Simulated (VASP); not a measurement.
Data:

```yaml
crystal:
  lattice:
    - [0.00000, 1.93587, 1.93587]
    - [1.93587, 0.00000, 1.93587]
    - [1.93587, 1.93587, 0.00000]
  atoms:
    - { symbol: Pd, position: [0.00000, 0.00000, 0.00000] }
```

All values below come from PBEsol GGA, VASP's PBE PAW potentials (set 64) (plane waves; VASP). Settings: 480 eV cut-off, 16×16×16 Γ-centred mesh, first-order Methfessel-Paxton smearing of 0.10 eV, potentials Pd.

Stress in GPa, positive for a compressed cell; the cube axes lie along x, y and z, and the ions stay on their sites.

```json
[
 {"strain": "none", "σxx": "0.39", "σyy": "0.39", "σzz": "0.39"},
 {"strain": "εxx = +1.0 %, εyy = +1.0 %, εzz = +1.0 %", "σxx": "-5.30", "σyy": "-5.30", "σzz": "-5.30"},
 {"strain": "εyy = -1.0 %", "σxx": "2.31", "σyy": "2.98", "σzz": "2.31"},
 {"strain": "εyy = +0.5 %, εzz = +0.5 %", "σxx": "-1.41", "σyy": "-1.72", "σzz": "-1.72"}
]
```

Fit C11 and C12 to these rows, and predict the stress for εxx = -1.0 %, εyy = -1.0 %, εzz = -1.0 %.

Least squares on Δσ_i = −C11 ε_i − C12 (ε_j + ε_k) over all components shown gives C11 = 237 GPa and C12 = 171 GPa, and so σxx, σyy, σzz = 6.18, 6.18, 6.18 GPa. The run gave 7.16, 7.16, 7.16 GPa; the difference holds the non-linear terms and numerical noise.

Left out are shears, moved atoms, failed runs and, from the fit, strains over 2.5 %.

The compound is Pd in the fcc structure.
